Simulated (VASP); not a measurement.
ZrB2: single point with LDA

ZrB2:

```
Zr B
1.0
     3.13270    0.00000    0.00000
    -1.56635    2.71300    0.00000
     0.00000    0.00000    3.48888
Zr B
1 2
Direct
  0.00000 0.00000 0.00000
  0.33333 0.66667 0.50000
  0.66667 0.33333 0.50000
```

```
Program                : VASP 6.6.1
Task                   : single point
Functional             : LDA
Potentials or basis    : VASP PAW LDA potentials, release 64 (Zr_sv, B)
Cutoff                 : 520 eV
k mesh                 : 15 × 15 × 12
Occupations            : gaussian, width 0.1 eV
Spin                   : no spin polarisation
Dipole correction      : no
Further INCAR settings : ALGO = Fast; EDIFF = 1e-07; NBANDS = 16
```

```yaml
Pressure: 0.5 GPa
Band_gap_on_the_k_mesh: none (metal or under the smearing width)
```

Stress tensor (GPa, compression positive):
```
0.49 0.00 0.00
0.00 0.49 0.00
0.00 0.00 0.57
```

Levels at points of the mesh, in eV from the Fermi level:
| k point | band 6 | band 7 | band 8 | band 9 | band 10 | band 11 | band 12 | band 13 |
| --- | --- | --- | --- | --- | --- | --- | --- | --- |
| (0.00, 0.00, 0.00) | -2.69 | -2.69 | -2.66 | -2.25 | 3.55 | 3.55 | 4.35 | 4.35 |
| (0.00, 0.00, 0.50) | -6.99 | -0.96 | -0.96 | 0.34 | 0.34 | 0.80 | 0.80 | 1.91 |

It took 3.2 min on 1 thread of AMD EPYC 7R13 Processor (Zen 3), with other jobs on the host, peak memory 0.16 GiB.
